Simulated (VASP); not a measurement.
Input:

```xyz
2
Lattice="0.0000 2.8490 2.8490 2.8490 0.0000 2.8490 2.8490 2.8490 0.0000" Properties=species:S:1:pos:R:3 pbc="T T T"
Ge     0.0000     0.0000     0.0000
Ge     1.4245     1.4245     1.4245
```

Computed with TPSS meta-GGA, VASP's PBE PAW potentials (set 64) (plane waves; VASP 6.6.1). Numerical set-up: 520 eV cut-off, 8×8×8 Γ-centred mesh, Gaussian smearing of 0.050 eV, potentials Ge_d.

Task: Give the stress tensor in GPa (positive for a compressed cell).

Result: 
```
-2.02   0.00   0.00
 0.00  -2.02   0.00
 0.00   0.00  -2.02
```
The pressure is its mean diagonal, -2.02 GPa.

The compound is Ge in the diamond structure. This cell is one point of a volume scan, at 1.03 of the reference volume.
